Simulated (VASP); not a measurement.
A VASP calculation is set up with these files.

**INCAR**
```
SYSTEM = Eu
PREC = Accurate
ENCUT = 400
EDIFF = 1E-6
NELM = 100
ALGO = Normal
LREAL = .FALSE.
LASPH = .TRUE.
ISMEAR = 1
SIGMA = 0.1
GGA = PE
LMAXMIX = 6
LWAVE = .FALSE.
LCHARG = .FALSE.
ISIF = 2
ICHARG = 11
```

### KPOINTS
```
Automatic mesh
0
Gamma
9 9 9
0 0 0
```

POSCAR:
```
Eu
1
   -2.2900000000     2.2900000000     2.2900000000
    2.2900000000    -2.2900000000     2.2900000000
    2.2900000000     2.2900000000    -2.2900000000
Eu
1
Direct
  0.0000000000   0.0000000000   0.0000000000
```

POTCAR, in this order: Eu_2 (PBE.64 set). Program: vasp_std.

Output of the run:

### standard output
```
 POSCAR found type information on POSCAR Eu
 POSCAR found :  1 types and       1 ions
 Reading from existing POTCAR
 Reading from existing POTCAR
 LDA part: xc-table for (Slater+PW92), standard interpolation
 WARNING: stress and forces are not correct
 POSCAR, INCAR and KPOINTS ok, starting setup
 WAVECAR not read
 WARNING: CHGCAR is incomplete

 -----------------------------------------------------------------------------
|                                                                             |
|     EEEEEEE  RRRRRR   RRRRRR   OOOOOOO  RRRRRR      ###     ###     ###     |
|     E        R     R  R     R  O     O  R     R     ###     ###     ###     |
|     E        R     R  R     R  O     O  R     R     ###     ###     ###     |
|     EEEEE    RRRRRR   RRRRRR   O     O  RRRRRR       #       #       #      |
|     E        R   R    R   R    O     O  R   R                               |
|     E        R    R   R    R   O     O  R    R      ###     ###     ###     |
|     EEEEEEE  R     R  R     R  OOOOOOO  R     R     ###     ###     ###     |
|                                                                             |
|     ICHARG>10                                                               |
|                                                                             |
|       ---->  I REFUSE TO CONTINUE WITH THIS SICK JOB ... BYE!!! <----       |
|                                                                             |
 -----------------------------------------------------------------------------
```

### Question
Read input and log: which fault does this run have?
(A) ICHARG = 11 asks for a fixed density, but there is no CHGCAR
(B) NSW = 0, so the ions never move
(C) NELM is too small, so the electronic loop ends before EDIFF is met
(D) simple mixing (IMIX = 1) with AMIX above 1 overshoots

### Answer
A, ICHARG = 11 asks for a fixed density, but there is no CHGCAR. VASP stops with an error: ERROR: charge density could not be read from file CHGCAR for ICHARG>10 ----> I REFUSE TO CONTINUE WITH THIS SICK JOB ... BYE!!! <----

To mend it, run self-consistently first and keep its CHGCAR, or remove ICHARG. The plain static run on this cell (PBE GGA, plane waves, VASP's PBE PAW potentials (set 64)) converges, and its OSZICAR ends with
```
   1 F= -.18458575E+01 E0= -.18453634E+01  d E =-.148229E-02
```

The compound is Eu in the bcc structure. The cell was not relaxed at this level. The 4f electrons are frozen in the core of the lanthanide potential, so 4f levels, which can set the real gap, and their magnetism are missing.
